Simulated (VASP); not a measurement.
# LaMnAs3 (Pm-3m) in VASP: further runs, part 2 of 2

VASP 6.6.1.

### 4 Single point, LDA

File INCAR:

```
SYSTEM = LaMnAs3
ALGO = Fast
EDIFF = 1E-6
ENCUT = 520
GGA = CA
ISIF = 2
ISMEAR = -5
LASPH = .TRUE.
LCHARG = .FALSE.
LREAL = .FALSE.
LWAVE = .FALSE.
NBANDS = 28
NELM = 100
PREC = Accurate
SIGMA = 0.1
```

File KPOINTS:

```
k-points
0
G
  4 4 4
  0 0 0
```

File POSCAR:

```
LaMnAs3
1.0
    4.5739020000      0.0000000000      0.0000000000
    0.0000000000      4.5739020000      0.0000000000
    0.0000000000      0.0000000000      4.5739020000
La As Mn
1 3 1
Direct
    0.0000000000      0.0000000000      0.0000000000
    0.5000000000      0.5000000000      0.0000000000
    0.0000000000      0.5000000000      0.5000000000
    0.5000000000      0.0000000000      0.5000000000
    0.5000000000      0.5000000000      0.5000000000
```

Potentials or basis: VASP PAW LDA potentials, release 64 (La, As, Mn_pv).

On the command line:

```console
$ cat potpaw_LDA.64/La/POTCAR potpaw_LDA.64/As/POTCAR potpaw_LDA.64/Mn_pv/POTCAR > POTCAR
$ mpirun -np 1 vasp_std > vasp.out
```

OUTCAR:

```text
SYSTEM = LaMnAs3
   EDIFF = 1E-6
   ENCUT = 520
   GGA = CA
   ISIF = 2
   ISMEAR = -5
   LASPH = .TRUE.
   LREAL = .FALSE.
   NELM = 100
   PREC = Accurate

 ion  position               nearest neighbor table
   1  0.000  0.000  0.000-   2 3.23   3 3.23   4 3.23   3 3.23   4 3.23   2 3.23   3 3.23   3 3.23
                             2 3.23   4 3.23   4 3.23   2 3.23
   2  0.500  0.500  0.000-   5 2.29   5 2.29   1 3.23   1 3.23   1 3.23   1 3.23
   3  0.000  0.500  0.500-   5 2.29   5 2.29   1 3.23   1 3.23   1 3.23   1 3.23
   4  0.500  0.000  0.500-   5 2.29   5 2.29   1 3.23   1 3.23   1 3.23   1 3.23
   5  0.500  0.500  0.500-   2 2.29   3 2.29   4 2.29   2 2.29   4 2.29   3 2.29

  LATTYP: Found a simple cubic cell.
 ALAT       =     4.5739020000

  Lattice vectors:

 A1 = (   4.5739020000,   0.0000000000,   0.0000000000)
 A2 = (   0.0000000000,   4.5739020000,   0.0000000000)
 A3 = (   0.0000000000,   0.0000000000,   4.5739020000)

Analysis of symmetry for initial positions (statically):
=====================================================================
 Subroutine PRICEL returns:
 Original cell was already a primitive cell.

 Routine SETGRP: Setting up the symmetry group for a
 simple cubic supercell.

[... 166 lines left out ...]
 fundamental gap:     -0.3676264657
 Fermi energy:         8.2425478635

 k-point     1 :       0.0000    0.0000    0.0000
  band No.  band energies     occupation
      1     -39.4104      2.00000
      2     -39.4104      2.00000
      3     -39.4104      2.00000
      4     -24.2790      2.00000
      5      -8.1240      2.00000
      6      -8.1240      2.00000
[... 299 lines left out ...]
     27      11.4153      0.00000
     28      11.5557      0.00000

------------------------ aborting loop because EDIFF is reached ----------------------------------------

  FORCE on cell =-STRESS in cart. coord.  units (eV):
  Direction    XX          YY          ZZ          XY          YZ          ZX
  --------------------------------------------------------------------------------------
  -------------------------------------------------------------------------------------
  Total        1.8442372      1.8442372      1.8442372     -0.0000000     -0.0000000      0.0000000
  in kB       30.8792536     30.8792536     30.8792536     -0.0000000     -0.0000000      0.0000000
  external PRESSURE =      30.8792536 kB  Pullay stress =       0.0000000 kB

 VOLUME and BASIS-vectors are now :
 -----------------------------------------------------------------------------
  energy-cutoff  :      520.00
  volume of cell :       95.69
      direct lattice vectors                 reciprocal lattice vectors
     4.573902000  0.000000000  0.000000000     0.218631707  0.000000000  0.000000000
     0.000000000  4.573902000  0.000000000     0.000000000  0.218631707  0.000000000
     0.000000000  0.000000000  4.573902000     0.000000000  0.000000000  0.218631707

 POSITION                                       TOTAL-FORCE (eV/Angst)
 -----------------------------------------------------------------------------------
      0.00000      0.00000      0.00000         0.000000      0.000000      0.000000
      2.28695      2.28695      0.00000         0.000000      0.000000      0.000000
      0.00000      2.28695      2.28695         0.000000      0.000000      0.000000
      2.28695      0.00000      2.28695         0.000000      0.000000      0.000000
      2.28695      2.28695      2.28695         0.000000      0.000000      0.000000
 -----------------------------------------------------------------------------------
    total drift:                                0.000000      0.000000      0.000000

  FREE ENERGIE OF THE ION-ELECTRON SYSTEM (eV)
  ---------------------------------------------------
  free  energy   TOTEN  =       -33.5176898801 eV

  energy  without entropy=      -33.5176898801  energy(sigma->0) =      -33.51768988
```

OSZICAR:

```text
N       E                     dE             d eps       ncg     rms          rms(c)
DAV:   1     0.306797604060E+03    0.30680E+03   -0.17536E+04   680   0.183E+03
DAV:   2     0.116401272933E+02   -0.29516E+03   -0.27998E+03   604   0.343E+02
DAV:   3    -0.320678154522E+02   -0.43708E+02   -0.41572E+02   724   0.135E+02
[... 32 lines left out ...]
RMM:  36    -0.335176841009E+02   -0.14555E-05   -0.20812E-05   642   0.208E-02    0.488E-03
RMM:  37    -0.335176863233E+02   -0.22224E-05   -0.21306E-05   629   0.198E-02    0.537E-03
RMM:  38    -0.335176875101E+02   -0.11869E-05   -0.14641E-05   620   0.181E-02    0.588E-03
RMM:  39    -0.335176889196E+02   -0.14095E-05   -0.14171E-05   587   0.173E-02    0.623E-03
RMM:  40    -0.335176898801E+02   -0.96055E-06   -0.87271E-06   586   0.159E-02
   1 F= -.33517690E+02 E0= -.33517690E+02  d E =0.000000E+00
```

stdout:

```text
POSCAR found type information on POSCAR LaAsMn
 POSCAR found :  3 types and       5 ions
 scaLAPACK will be used
 LDA part: xc-table for (Slater(with rela. corr.)+CA(PZ))
 , standard interpolation
 POSCAR, INCAR and KPOINTS ok, starting setup
 FFT: planning ... GRIDC
 FFT: planning ... GRID_SOFT
 FFT: planning ... GRID
 WAVECAR not read
 entering main loop
 -----------------------------------------------------------------------------
|                                                                             |
|           W    W    AA    RRRRR   N    N  II  N    N   GGGG   !!!           |
|           W    W   A  A   R    R  NN   N  II  NN   N  G    G  !!!           |
|           W    W  A    A  R    R  N N  N  II  N N  N  G       !!!           |
|           W WW W  AAAAAA  RRRRR   N  N N  II  N  N N  G  GGG   !            |
|           WW  WW  A    A  R   R   N   NN  II  N   NN  G    G                |
|           W    W  A    A  R    R  N    N  II  N    N   GGGG   !!!           |
|                                                                             |
|     Tetrahedron method does not include variations of the Fermi             |
|     occupations, so forces and stress will be inaccurate. We suggest        |
|     using a different smearing scheme ISMEAR = 1 or 2 for metals in         |
|     relaxations.                                                            |
|                                                                             |
 -----------------------------------------------------------------------------
```

It took 72 s on 1 thread of Intel Xeon Platinum 8488C (Sapphire Rapids), shared host; peak memory 0.19 GiB.

What came out:

```
Free energy            : -33.5177 eV
Pressure               : 3.1 GPa
Band gap on the k mesh : none (metal or under the smearing width)
```

Caveat: tetrahedron occupations give inexact forces and stress in metals. Spin polarisation is off, so any magnetic state and its effect on volume and gap are missing.

### 5 Single point, PBE+U

File INCAR:

```
SYSTEM = LaMnAs3
PREC = Accurate
ENCUT = 520
EDIFF = 1E-6
ISMEAR = -1
SIGMA = 0.1
LREAL = .False.
LASPH = .True.
NELM = 150
ALGO = Fast
ISIF = 2
LWAVE = .False.
LCHARG = .False.
LMAXMIX = 6
LDAU = .True.
LDAUTYPE = 2
LDAUL = 3 -1 -1
LDAUU = 5 0 0
LDAUJ = 0 0 0
LDAUPRINT = 1
GGA = PE
NBANDS = 28
```

File KPOINTS:

```
Automatic mesh
0
Gamma
  4 4 4
  0 0 0
```

POSCAR is that of step 4.

Potentials or basis: VASP PAW PBE potentials, release 64 (La, As, Mn_pv).

On the command line:

```console
$ cat potpaw_PBE.64/La/POTCAR potpaw_PBE.64/As/POTCAR potpaw_PBE.64/Mn_pv/POTCAR > POTCAR
$ mpirun -np 1 vasp_std > vasp.out
```

OUTCAR:

```text
SYSTEM = LaMnAs3
   PREC = Accurate
   ENCUT = 520
   EDIFF = 1E-6
   ISMEAR = -1
   LREAL = .False.
   LASPH = .True.
   NELM = 150
   ISIF = 2
   GGA = PE

 ion  position               nearest neighbor table
   1  0.000  0.000  0.000-   2 3.23   3 3.23   4 3.23   3 3.23   4 3.23   2 3.23   3 3.23   3 3.23
                             2 3.23   4 3.23   4 3.23   2 3.23
   2  0.500  0.500  0.000-   5 2.29   5 2.29   1 3.23   1 3.23   1 3.23   1 3.23
   3  0.000  0.500  0.500-   5 2.29   5 2.29   1 3.23   1 3.23   1 3.23   1 3.23
   4  0.500  0.000  0.500-   5 2.29   5 2.29   1 3.23   1 3.23   1 3.23   1 3.23
   5  0.500  0.500  0.500-   2 2.29   3 2.29   4 2.29   2 2.29   4 2.29   3 2.29

  LATTYP: Found a simple cubic cell.
 ALAT       =     4.5739020000

  Lattice vectors:

 A1 = (   4.5739020000,   0.0000000000,   0.0000000000)
 A2 = (   0.0000000000,   4.5739020000,   0.0000000000)
 A3 = (   0.0000000000,   0.0000000000,   4.5739020000)

Analysis of symmetry for initial positions (statically):
=====================================================================
 Subroutine PRICEL returns:
 Original cell was already a primitive cell.

 Routine SETGRP: Setting up the symmetry group for a
 simple cubic supercell.

 Subroutine GETGRP returns: Found 48 space group operations
 (whereof 48 operations were pure point group operations)
 out of a pool of 48 trial point group operations.

The static configuration has the point symmetry O_h .

Analysis of symmetry for dynamics (positions and initial velocities):
=====================================================================
 Subroutine PRICEL returns:
 Original cell was already a primitive cell.

 Routine SETGRP: Setting up the symmetry group for a
 simple cubic supercell.
[... 176 lines left out ...]
  o =  0.0125  v = -0.0000  0.0000  0.0000  0.0000 -0.7905  0.0132 -0.6123  0.0000  0.0000  0.0000  0.0000  0.0000  0.0000  0.0000      0.0000  0.0000  0.0000  0.0000  0.0000  0.0000  0.0000  0.0000  0.0000  0.0000  0.0000  0.0000  0.0000  0.0000
  o =  0.0125  v =  0.6124  0.0000 -0.7906 -0.0000 -0.0000 -0.0000 -0.0000  0.0000  0.0000  0.0000  0.0000  0.0000  0.0000  0.0000      0.0000  0.0000  0.0000  0.0000  0.0000  0.0000  0.0000  0.0000  0.0000  0.0000  0.0000  0.0000  0.0000  0.0000
  o =  0.0125  v =  0.0000  0.0000  0.0000  0.0000  0.0000  0.0000  0.0000  0.6124  0.0000 -0.7906 -0.0000 -0.0000 -0.0000 -0.0000      0.0000  0.0000  0.0000  0.0000  0.0000  0.0000  0.0000  0.0000  0.0000  0.0000  0.0000  0.0000  0.0000  0.0000

 number of electron      39.0000021 magnetization

 Free energy of the ion-electron system (eV)
  ---------------------------------------------------
  ext. energy  EPLUGINS =         0.00000000
  ---------------------------------------------------
  free energy    TOTEN  =       -28.74271655 eV

  energy without entropy =      -28.49872620  energy(sigma->0) =      -28.62072137

 E-fermi :   8.3810     XC(G=0): -11.0310

 val. band max:        8.3250995237   @ k =   0.5000   0.5000   0.2500
 cond. band min:       8.3982923900   @ k =   0.2500   0.2500   0.0000
 fundamental gap:      0.0731928663
 Fermi energy:         8.3810300019

 k-point     1 :       0.0000    0.0000    0.0000
  band No.  band energies     occupation
      1     -39.6856      2.00000
      2     -39.6856      2.00000
      3     -39.6856      2.00000
      4     -24.7666      2.00000
      5      -8.4717      2.00000
      6      -8.4717      2.00000
[... 299 lines left out ...]
     27      11.4786      0.00000
     28      12.2482      0.00000

------------------------ aborting loop because EDIFF is reached ----------------------------------------

  FORCE on cell =-STRESS in cart. coord.  units (eV):
  Direction    XX          YY          ZZ          XY          YZ          ZX
  --------------------------------------------------------------------------------------
  -------------------------------------------------------------------------------------
  Total        7.0565155      7.0565155      7.0565155      0.0000000      0.0000000     -0.0000000
  in kB      118.1517929    118.1517929    118.1517929      0.0000000      0.0000000     -0.0000000
  external PRESSURE =     118.1517929 kB  Pullay stress =       0.0000000 kB

 VOLUME and BASIS-vectors are now :
 -----------------------------------------------------------------------------
  energy-cutoff  :      520.00
  volume of cell :       95.69
      direct lattice vectors                 reciprocal lattice vectors
     4.573902000  0.000000000  0.000000000     0.218631707  0.000000000  0.000000000
     0.000000000  4.573902000  0.000000000     0.000000000  0.218631707  0.000000000
     0.000000000  0.000000000  4.573902000     0.000000000  0.000000000  0.218631707

 POSITION                                       TOTAL-FORCE (eV/Angst)
 -----------------------------------------------------------------------------------
      0.00000      0.00000      0.00000         0.000000      0.000000      0.000000
      2.28695      2.28695      0.00000         0.000000      0.000000      0.000000
      0.00000      2.28695      2.28695         0.000000      0.000000      0.000000
      2.28695      0.00000      2.28695         0.000000      0.000000      0.000000
      2.28695      2.28695      2.28695         0.000000      0.000000      0.000000
 -----------------------------------------------------------------------------------
    total drift:                                0.000000      0.000000      0.000000

  FREE ENERGIE OF THE ION-ELECTRON SYSTEM (eV)
  ---------------------------------------------------
  free  energy   TOTEN  =       -28.7427165456 eV

  energy  without entropy=      -28.4987261991  energy(sigma->0) =      -28.62072137
```

OSZICAR:

```text
N       E                     dE             d eps       ncg     rms          rms(c)
DAV:   1     0.346763628646E+03    0.34676E+03   -0.17294E+04   680   0.176E+03
DAV:   2     0.128206011031E+02   -0.33394E+03   -0.31875E+03   648   0.352E+02
DAV:   3    -0.290093430314E+02   -0.41830E+02   -0.40495E+02   840   0.138E+02
[... 24 lines left out ...]
RMM:  28    -0.287427108270E+02   -0.21447E-05   -0.21658E-05   612   0.246E-02    0.672E-03
RMM:  29    -0.287427128348E+02   -0.20078E-05   -0.21002E-05   611   0.231E-02    0.594E-03
RMM:  30    -0.287427143592E+02   -0.15243E-05   -0.15850E-05   599   0.216E-02    0.454E-03
RMM:  31    -0.287427156173E+02   -0.12581E-05   -0.12046E-05   581   0.212E-02    0.391E-03
RMM:  32    -0.287427165456E+02   -0.92835E-06   -0.94594E-06   559   0.207E-02
   1 F= -.28742717E+02 E0= -.28620721E+02  d E =-.243990E+00
```

stdout:

```text
POSCAR found type information on POSCAR LaAsMn
 POSCAR found :  3 types and       5 ions
 scaLAPACK will be used
 LDA part: xc-table for (Slater+PW92), standard interpolation
 POSCAR, INCAR and KPOINTS ok, starting setup
 FFT: planning ... GRIDC
 FFT: planning ... GRID_SOFT
 FFT: planning ... GRID
 WAVECAR not read
 entering main loop
WARNING in EDDRMM: call to ZHEGV failed, returncode =   8  4     24
```

Wall time 68 s (1 thread of Intel Xeon Platinum 8488C (Sapphire Rapids), shared host); peak memory 0.23 GiB.

Results:

| Quantity | Value |
| --- | --- |
| Free energy | -28.7427 eV |
| Pressure | 11.8 GPa |
| Band gap on the k mesh | none (metal or under the smearing width) |

Eigenvalues of the final occupation matrices:
```
    site  spin  trace                         eigenvalues
site 1 f     1   0.05  0.00 0.00 0.00 0.01 0.01 0.01 0.01
site 1 f     2   0.05  0.00 0.00 0.00 0.01 0.01 0.01 0.01
```

Caveat: U without spin polarisation on a metal has little footing; the U is typed as a test and isn't derived for this compound.

### 6 Summary

| level | potentials or basis | U | smearing | gap on the mesh (eV) | pressure (GPa) |
| --- | --- | --- | --- | --- | --- |
| PBE | VASP PAW PBE potentials, release 64 (La, As, Mn_pv) | - | fermi-dirac 0.1 eV | none | 10.5 |
| PBE+D3(BJ) | VASP PAW PBE potentials, release 64 (La, As, Mn_pv) | - | fermi-dirac 0.1 eV | none | 6.6 |
| LDA | VASP PAW LDA potentials, release 64 (La, As, Mn_pv) | - | tetrahedron | none | 3.1 |
| PBE+U | VASP PAW PBE potentials, release 64 (La, As, Mn_pv) | La f U = 5.0 eV | fermi-dirac 0.1 eV | none | 11.8 |

Alike in all rows: task single point; no spin polarisation; cell as given; k mesh 4 × 4 × 4; cutoff (eV) 520.

Caveats: pairwise dispersion overbinds metals, which lowers pressure and volume (some runs); tetrahedron occupations give inexact forces and stress in metals (some runs); U without spin polarisation on a metal has little footing (some runs); the U is typed as a test and isn't derived for this compound (some runs).

Absolute energies hang on the potentials; compare differences alone.
